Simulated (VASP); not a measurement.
Given:

```yaml
crystal:
  lattice:
    - [0.00000, 2.97917, 2.97917]
    - [2.97917, 0.00000, 2.97917]
    - [2.97917, 2.97917, 0.00000]
  atoms:
    - { symbol: Pb, position: [0.00000, 0.00000, 0.00000] }
    - { symbol: F, position: [0.25000, 0.25000, 0.25000] }
    - { symbol: F, position: [0.75000, 0.75000, 0.75000] }
```

Method: PBE GGA with D3 dispersion (Becke-Johnson damping), VASP's PBE PAW potentials (set 64) (plane waves; VASP). Numerical set-up: 520 eV cut-off, Gaussian smearing of 0.050 eV, potentials Pb_d F.

Unless said otherwise, spin-orbit coupling is left out, though it shifts the bands of the heavy elements here.

Problem. Give the energies of bands 8 to 17 at the high-symmetry points, in eV from the valence-band maximum.

Solution. 
```csv
band,Γ,X,U,L,W
8,-4.64,-6.33,-6.26,-5.85,-6.28
9,-2.37,-3.42,-3.36,-2.90,-3.59
10,-2.37,-3.42,-3.19,-2.57,-2.57
11,-2.37,-1.47,-1.97,-2.57,-2.57
12,-1.88,-1.47,-1.62,-2.05,-1.53
13,-1.88,-1.47,-1.48,-2.05,-1.41
14,-1.88,-0.14,-0.03,-0.02,0.00
15,6.76,4.42,5.31,5.03,6.04
16,6.76,7.84,6.65,7.62,6.04
17,6.76,7.84,7.83,7.62,7.46
```

The gap is indirect, 4.42 eV, from the valence maximum at W to the conduction minimum at X.

The compound is PbF2 in the fluorite structure, the β form. It was relaxed first.
